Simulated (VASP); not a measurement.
VASP runs on AlP (zinc blende) share one base input (PBE GGA, plane waves, VASP's PBE PAW potentials (set 64)) and change the settings named in each case.

INCAR:
```
! general
SYSTEM = AlP
PREC   = Accurate
ENCUT  = 400
LREAL  = F
LASPH  = T

! electronic loop
EDIFF  = 1E-6
NELM   = 100
ALGO   = Normal

! smearing
ISMEAR = 0
SIGMA  = 0.05

! functional
GGA    = PE

! ions
ISIF   = 2

! output
LWAVE  = F
LCHARG = F
```

File KPOINTS:
```
K-points
0
Gamma
 8 8 8
```

POSCAR:
```
AlP
1
    0.0000000000     2.7300000000     2.7300000000
    2.7300000000     0.0000000000     2.7300000000
    2.7300000000     2.7300000000     0.0000000000
Al P
1 1
Direct
  0.0000000000   0.0000000000   0.0000000000
  0.2500000000   0.2500000000   0.2500000000
```

POTCAR, in this order: Al P (PBE.64 set). Program: vasp_std.

| change | E(σ→0) (eV/atom) | pressure (GPa) | irreducible k-points |
|---|---|---|---|
| base run | -5.1847 | 2.18 | 29 |
| KPOINTS 2×2×2 Monkhorst-Pack mesh | -5.1400 | 2.60 | 2 |
| KPOINTS 5×5×5 Monkhorst-Pack mesh | -5.1713 | 2.30 | 10 |
| KPOINTS 8×8×8 Monkhorst-Pack mesh | ___ | 2.18 | 60 |
| KPOINTS 9×9×9 Monkhorst-Pack mesh | ___ | 2.18 | 35 |

Q: What belongs in the gaps?

A: 
- KPOINTS 9×9×9 Monkhorst-Pack mesh, E(σ→0) (eV/atom): -5.1850
- KPOINTS 8×8×8 Monkhorst-Pack mesh, E(σ→0) (eV/atom): -5.1852

Left out are runs that ran out of time, are held back, or changed the cell or the kind of run, fixed moments of cells without a moment, rows past the twelfth, gaps on odd meshes, pressures of charged cells and columns that move by less than the noise.

The compound is AlP in the zinc blende structure. The cell was not relaxed at this level.
